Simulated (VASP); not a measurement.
Data:

```
CELL_PARAMETERS angstrom
     -1.92911     1.92911     6.53101
      1.92911    -1.92911     6.53101
      1.92911     1.92911    -6.53101
ATOMIC_POSITIONS crystal
  Ti 0.75000 0.75000 0.00000
  Ti 0.50000 0.00000 0.50000
  Sb 0.16600 0.16600 0.00000
  Sb 0.91600 0.41600 0.50000
```

Method: PBE GGA, VASP's PBE PAW potentials (set 64) (plane waves; VASP). Numerical set-up: 400 eV cut-off, 1×1×1 Γ-centred mesh, first-order Methfessel-Paxton smearing of 0.10 eV, potentials Ti_sv Sb.

Task: Predict the energy per atom (σ→0), pressure, largest force.

Result: 
```json
{
  "energy per atom (σ→0)": "-4.437 eV/atom",
  "pressure": "-14.6 kbar",
  "largest_force": "1.686 eV/Å"
}
```

Total energies compare only between runs with the same potentials, cut-off and functional.

The structure was generated: TiSb was put into the NbAs type (I4_1md), which need not be its known phase. The cell was not relaxed at this level. The k-mesh is coarse (spacing up to 2.30 per Å, 2π included), so the numbers may not be converged in it. The run is one of a series of settings (KPOINTS 1×1×1 Γ-centred mesh against the base run), some of them coarse on purpose.
